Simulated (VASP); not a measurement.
These are PW91 GGA, VASP's PBE PAW potentials (set 64) (plane waves; VASP) values and carry that method's errors.

VASP input:

POSCAR:
```
BaZrO3
1
    4.2344419383     0.0000000000     0.0000000000
    0.0000000000     4.2344419383     0.0000000000
    0.0000000000     0.0000000000     4.2344419383
Ba Zr O
1 1 3
Direct
  0.0000000000   0.0000000000   0.0000000000
  0.5000000000   0.5000000000   0.5000000000
  0.5000000000   0.0000000000   0.5000000000
  0.0000000000   0.5000000000   0.5000000000
  0.5000000000   0.5000000000   0.0000000000
```

### INCAR
```
SYSTEM=BaZrO3
PREC=Accurate; ENCUT=520; LREAL=.FALSE.
LASPH=.TRUE.
EDIFF=1E-7; NELM=100; ALGO=Normal
LMAXMIX=4
ISMEAR=-5
GGA=91
ISIF=2
LWAVE=.FALSE.; LCHARG=.TRUE.; LORBIT=11
NEDOS=601
LEFG=.TRUE.
```

**KPOINTS**
```
Automatic mesh
0
Gamma
6 6 6
0 0 0
```

POTCAR, in this order: Ba_sv Zr_sv O (PBE.64 set). Program: vasp_std.

What VASP printed:

### OSZICAR
```
       N       E                     dE             d eps       ncg     rms          rms(c)
DAV:   1     0.335206513621E+03    0.33521E+03   -0.22326E+04   960   0.163E+03
DAV:   2    -0.292243532354E+02   -0.36443E+03   -0.36064E+03  1280   0.394E+02
DAV:   3    -0.495187060188E+02   -0.20294E+02   -0.20278E+02  1576   0.931E+01
DAV:   4    -0.500044562919E+02   -0.48575E+00   -0.48563E+00  1368   0.118E+01
DAV:   5    -0.500146657673E+02   -0.10209E-01   -0.10209E-01  1400   0.124E+00    0.287E+01
DAV:   6    -0.420933827843E+02    0.79213E+01   -0.50646E+01  1288   0.452E+01    0.128E+01
DAV:   7    -0.420729169778E+02    0.20466E-01   -0.39853E+00  1408   0.110E+01    0.740E+00
DAV:   8    -0.420485097539E+02    0.24407E-01   -0.38224E-01  1240   0.481E+00    0.711E-01
DAV:   9    -0.420472925028E+02    0.12173E-02   -0.63735E-02  1344   0.143E+00    0.483E-01
DAV:  10    -0.420488932105E+02   -0.16007E-02   -0.17134E-02  1304   0.114E+00    0.278E-01
DAV:  11    -0.420484067684E+02    0.48644E-03   -0.27448E-03  1256   0.447E-01    0.361E-02
DAV:  12    -0.420484428708E+02   -0.36102E-04   -0.14023E-04  1240   0.912E-02    0.346E-02
DAV:  13    -0.420484440695E+02   -0.11986E-05   -0.20772E-05  1528   0.354E-02    0.395E-03
DAV:  14    -0.420484444246E+02   -0.35517E-06   -0.19903E-06  1232   0.112E-02    0.228E-03
DAV:  15    -0.420484444036E+02    0.21044E-07   -0.26891E-07  1136   0.331E-03
   1 F= -.42048444E+02 E0= -.42048444E+02  d E =0.000000E+00
```

### OUTCAR
```
------------------------ aborting loop because EDIFF is reached ----------------------------------------
  FORCE on cell =-STRESS in cart. coord.  units (eV):
  Direction    XX          YY          ZZ          XY          YZ          ZX
  --------------------------------------------------------------------------------------
  Total       -0.0296357     -0.0296357     -0.0296357     -0.0000000      0.0000000     -0.0000000
  in kB       -0.6253711     -0.6253711     -0.6253711     -0.0000000      0.0000000     -0.0000000
  external PRESSURE =      -0.6253711 kB  Pullay stress =       0.0000000 kB
  volume of cell :       75.93
      direct lattice vectors                 reciprocal lattice vectors
     4.234441938  0.000000000  0.000000000     0.236158628  0.000000000  0.000000000
     0.000000000  4.234441938  0.000000000     0.000000000  0.236158628  0.000000000
     0.000000000  0.000000000  4.234441938     0.000000000  0.000000000  0.236158628
 POSITION                                       TOTAL-FORCE (eV/Angst)
 -----------------------------------------------------------------------------------
      0.00000      0.00000      0.00000         0.000000      0.000000      0.000000
      2.11722      2.11722      2.11722         0.000000      0.000000      0.000000
      2.11722      0.00000      2.11722         0.000000      0.000000      0.000000
      0.00000      2.11722      2.11722         0.000000      0.000000      0.000000
      2.11722      2.11722      0.00000         0.000000      0.000000      0.000000
 -----------------------------------------------------------------------------------
    total drift:                                0.000000     -0.000000     -0.000000
  FREE ENERGIE OF THE ION-ELECTRON SYSTEM (eV)
  ---------------------------------------------------
  free  energy   TOTEN  =       -42.0484444036 eV

  energy  without entropy=      -42.0484444036  energy(sigma->0) =      -42.04844440

 total charge

# of ion       s       p       d       tot
------------------------------------------
    1        2.001   5.628   0.255   7.884
    2        2.192   6.074   1.391   9.657
    3        1.557   3.473   0.000   5.030
    4        1.557   3.473   0.000   5.030
    5        1.557   3.473   0.000   5.030
--------------------------------------------------
tot          8.864  22.122   1.646  32.632

 Electric field gradients after diagonalization (V/A^2)
 (convention: |V_zz| > |V_xx| > |V_yy|)
----------------------------------------------------------------------
 ion       V_xx      V_yy      V_zz     asymmetry (V_yy - V_xx)/ V_zz
----------------------------------------------------------------------
   1      -0.000     0.000     0.000       0.468
   2      -0.000    -0.000     0.000       0.829
   3       5.887     5.887   -11.773       0.000
   4       5.887     5.887   -11.773       0.000
   5       5.887     5.887   -11.773       0.000
```
(Selected blocks of OUTCAR.)

**OUTCAR**
```
 val. band max:        3.5038813553   @ k =   0.5000   0.5000   0.5000

 cond. band min:       6.6221174165   @ k =   0.0000   0.0000   0.0000


 Fermi energy:         3.5580646039

 k-point     1 :       0.0000    0.0000    0.0000
  band No.  band energies     occupation
      1     -43.5695      2.00000
      2     -21.8131      2.00000
      3     -21.7822      2.00000
      4     -21.7822      2.00000
      5     -21.7822      2.00000
      6     -12.7597      2.00000
      7     -12.4641      2.00000
      8     -12.4641      2.00000
      9      -7.0019      2.00000
     10      -7.0019      2.00000
     11      -7.0019      2.00000
     12       2.0198      2.00000
     13       2.0198      2.00000
     14       2.0198      2.00000
     15       2.5641      2.00000
     16       2.5641      2.00000
     17       2.5641      2.00000
     18       3.2499      2.00000
     19       3.2499      2.00000
     20       3.2499      2.00000
     21       6.6221      0.00000
     22       6.6221      0.00000
     23       6.6221      0.00000
     24       8.1210      0.00000

 k-point     2 :       0.1667    0.0000    0.0000
  band No.  band energies     occupation
      1     -43.5688      2.00000
      2     -21.9240      2.00000
      3     -21.7808      2.00000
      4     -21.7808      2.00000
      5     -21.7130      2.00000
      6     -12.7595      2.00000
      7     -12.4588      2.00000
      8     -12.3028      2.00000
      9      -6.9862      2.00000
     10      -6.9862      2.00000
     11      -6.9575      2.00000
     12       1.5844      2.00000
     13       1.9412      2.00000
     14       1.9412      2.00000
     15       2.3249      2.00000
     16       2.3249      2.00000
     17       2.3764      2.00000
     18       2.6374      2.00000
     19       3.1623      2.00000
     20       3.1623      2.00000
     21       6.7129      0.00000
     22       7.2006      0.00000
     23       7.2006      0.00000
     24       8.5327      0.00000
...
```

Unless said otherwise, spin-orbit coupling is left out, though it shifts the bands of the heavy elements here.

The compound is BaZrO3 in the cubic perovskite structure. It was relaxed first.
